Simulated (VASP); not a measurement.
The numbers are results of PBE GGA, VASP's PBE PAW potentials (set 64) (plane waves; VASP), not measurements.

VASP ran on this input.

**INCAR**
```
SYSTEM = NaCl
PREC = Accurate
ENCUT = 270
EDIFF = 1E-6
NELM = 100
ALGO = Normal
LREAL = .FALSE.
LASPH = .TRUE.
ISMEAR = 0
SIGMA = 0.01
GGA = PE
LWAVE = .FALSE.
LCHARG = .FALSE.
ISIF = 2
```

### KPOINTS
```
Automatic mesh
0
Gamma
5 5 5
0 0 0
```

**POSCAR**
```
NaCl
1
    0.0000000000     2.7881970000     2.7881970000
    2.7881970000     0.0000000000     2.7881970000
    2.7881970000     2.7881970000     0.0000000000
Na Cl
1 1
Direct
  0.0000000000   0.0000000000   0.0000000000
  0.5000000000   0.5000000000   0.5000000000
```

POTCAR, in this order: Na_pv Cl (PBE.64 set). Program: vasp_std.

What VASP printed:

**OSZICAR**
```
       N       E                     dE             d eps       ncg     rms          rms(c)
DAV:   1     0.722103102246E+02    0.72210E+02   -0.54603E+03   228   0.760E+02
DAV:   2    -0.182118117744E+01   -0.74031E+02   -0.68986E+02   278   0.228E+02
DAV:   3    -0.687641147478E+01   -0.50552E+01   -0.50296E+01   259   0.613E+01
DAV:   4    -0.694756126822E+01   -0.71150E-01   -0.71087E-01   249   0.814E+00
DAV:   5    -0.694891045148E+01   -0.13492E-02   -0.13491E-02   281   0.981E-01    0.249E+00
DAV:   6    -0.676618776556E+01    0.18272E+00   -0.36621E-01   250   0.409E+00    0.196E+00
DAV:   7    -0.675475895308E+01    0.11429E-01   -0.90701E-02   253   0.203E+00    0.123E+00
DAV:   8    -0.675985836610E+01   -0.50994E-02   -0.82486E-03   232   0.977E-01    0.236E-01
DAV:   9    -0.675981287125E+01    0.45495E-04   -0.15467E-04   262   0.119E-01    0.117E-01
DAV:  10    -0.675994047681E+01   -0.12761E-03   -0.24854E-04   235   0.147E-01    0.366E-02
DAV:  11    -0.675993630195E+01    0.41749E-05   -0.15493E-05   241   0.425E-02    0.295E-03
DAV:  12    -0.675993707159E+01   -0.76964E-06   -0.65344E-07   245   0.872E-03
   1 F= -.67599371E+01 E0= -.67599371E+01  d E =-.202486E-78
```

**OUTCAR**
```
------------------------ aborting loop because EDIFF is reached ----------------------------------------
  FORCE on cell =-STRESS in cart. coord.  units (eV):
  Direction    XX          YY          ZZ          XY          YZ          ZX
  --------------------------------------------------------------------------------------
  Total        0.0537187      0.0537187      0.0537187      0.0000000      0.0000000      0.0000000
  in kB        1.9853436      1.9853436      1.9853436      0.0000000      0.0000000      0.0000000
  external PRESSURE =       1.9853436 kB  Pullay stress =       0.0000000 kB
  volume of cell :       43.35
      direct lattice vectors                 reciprocal lattice vectors
     0.000000000  2.788197000  2.788197000    -0.179327357  0.179327357  0.179327357
     2.788197000  0.000000000  2.788197000     0.179327357 -0.179327357  0.179327357
     2.788197000  2.788197000  0.000000000     0.179327357  0.179327357 -0.179327357
  FREE ENERGIE OF THE ION-ELECTRON SYSTEM (eV)
  ---------------------------------------------------
  free  energy   TOTEN  =        -6.7599370716 eV

  energy  without entropy=       -6.7599370716  energy(sigma->0) =       -6.75993707
```
(Selected blocks of OUTCAR.)

At this cut-off the stress carries a Pulay error, which pulls relaxed volumes low.

The structure comes from a computed database's NaCl entry; how it stands against other phases isn't given here. The cell was not relaxed at this level. The run is one of a series of settings (ENCUT = 270 against the base run), some of them coarse on purpose.
